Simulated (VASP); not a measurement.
Here is the system:

```
CELL_PARAMETERS angstrom
      3.25575     0.00000     0.00000
      0.00000     3.25575     0.00000
      0.00000     0.00000     3.25575
ATOMIC_POSITIONS crystal
  Zn 0.50000 0.50000 0.50000
  Au 0.00000 0.00000 0.00000
```

Calculation: vdW-DF2, VASP's PBE PAW potentials (set 64) (plane waves; VASP 6.6.1). Settings: 520 eV cut-off, 11×11×11 Γ-centred mesh, first-order Methfessel-Paxton smearing of 0.10 eV, potentials Zn Au.

Give the stress tensor in GPa (positive for a compressed cell).

```
5.54  0.00  0.00
0.00  5.54  0.00
0.00  0.00  5.54
```
The pressure is its mean diagonal, 5.54 GPa.

The compound is AuZn in the CsCl type structure. This cell is one point of a volume scan, at 0.94 of the reference volume. The electron count is odd and the run is not spin-polarised, which forces a metal.
